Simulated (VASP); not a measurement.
Output of a VASP run:

### OSZICAR
```
       N       E                     dE             d eps       ncg     rms          rms(c)
DAV:   1     0.117178453041E+03    0.11718E+03   -0.74296E+03  2408   0.128E+03
DAV:   2    -0.208573813310E+01   -0.11926E+03   -0.11684E+03  2554   0.445E+02
DAV:   3    -0.731795498647E+01   -0.52322E+01   -0.49520E+01  3624   0.762E+01
DAV:   4    -0.759501648944E+01   -0.27706E+00   -0.27325E+00  3330   0.161E+01
DAV:   5    -0.760973905510E+01   -0.14723E-01   -0.14688E-01  3664   0.274E+00    0.638E+00
DAV:   6    -0.723583922267E+01    0.37390E+00   -0.75123E-01  3710   0.111E+01    0.227E+00
DAV:   7    -0.719584835465E+01    0.39991E-01   -0.20746E-01  3760   0.570E+00    0.913E-01
DAV:   8    -0.720038844588E+01   -0.45401E-02   -0.11413E-02  2700   0.158E+00    0.671E-02
DAV:   9    -0.720044508404E+01   -0.56638E-04   -0.90908E-04  4386   0.376E-01    0.343E-02
DAV:  10    -0.720046302672E+01   -0.17943E-04   -0.26630E-05  2854   0.795E-02    0.140E-02
DAV:  11    -0.720045936399E+01    0.36627E-05   -0.41805E-06  3754   0.239E-02    0.218E-03
DAV:  12    -0.720045942260E+01   -0.58610E-07   -0.53393E-08  1658   0.326E-03
   1 F= -.72004594E+01 E0= -.72001764E+01  d E =-.849087E-03
```

File OUTCAR:
```
------------------------ aborting loop because EDIFF is reached ----------------------------------------
  FORCE on cell =-STRESS in cart. coord.  units (eV):
  Direction    XX          YY          ZZ          XY          YZ          ZX
  --------------------------------------------------------------------------------------
  Total       -1.0753067     -1.0753067     -1.0753067      0.0000000      0.0000000     -0.0000000
  in kB      -90.1345364    -90.1345364    -90.1345364      0.0000000      0.0000000     -0.0000000
  external PRESSURE =     -90.1345364 kB  Pullay stress =       0.0000000 kB
  volume of cell :       19.11
      direct lattice vectors                 reciprocal lattice vectors
    -1.684343144  1.684343144  1.684343144     0.000000000  0.296851625  0.296851625
     1.684343144 -1.684343144  1.684343144     0.296851625  0.000000000  0.296851625
     1.684343144  1.684343144 -1.684343144     0.296851625  0.296851625  0.000000000
 POSITION                                       TOTAL-FORCE (eV/Angst)
 -----------------------------------------------------------------------------------
      0.00000      0.00000      0.00000         0.000000      0.000000     -0.000000
 -----------------------------------------------------------------------------------
    total drift:                               -0.000000     -0.000000      0.000000
  FREE ENERGIE OF THE ION-ELECTRON SYSTEM (eV)
  ---------------------------------------------------
  free  energy   TOTEN  =        -7.2004594226 eV

  energy  without entropy=       -7.1996103359  energy(sigma->0) =       -7.20017639
```
(Selected blocks of OUTCAR.)

File POSCAR:
```
Nb
1
   -1.6843431440     1.6843431440     1.6843431440
    1.6843431440    -1.6843431440     1.6843431440
    1.6843431440     1.6843431440    -1.6843431440
Nb
1
Direct
  0.0000000000   0.0000000000   0.0000000000
```

Q: Write an INCAR and KPOINTS that could have produced this output.

A: One answer among several that fit: the input of the run itself, optB88-vdW, plane waves, VASP's PBE PAW potentials (set 64).

INCAR:
```
AGGAC  =  0.0
ALGO  =  Normal
EDIFF  =  1E-7
ENCUT  =  520
GGA  =  BO
ISIF  =  2
ISMEAR  =  1
LASPH  =  .TRUE.
LCHARG  =  .FALSE.
LMAXMIX  =  4
LREAL  =  .FALSE.
LUSE_VDW  =  .TRUE.
LWAVE  =  .FALSE.
NELM  =  100
PARAM1  =  0.1833333333
PARAM2  =  0.22
PREC  =  Accurate
SIGMA  =  0.1
SYSTEM  =  Nb
```

File KPOINTS:
```
Automatic mesh
0
Gamma
15 15 15
0 0 0
```

POTCAR, in this order: Nb_sv (PBE.64 set). Program: vasp_std.

The compound is Nb in the bcc structure. This cell is one point of a volume scan, at 1.06 of the reference volume.
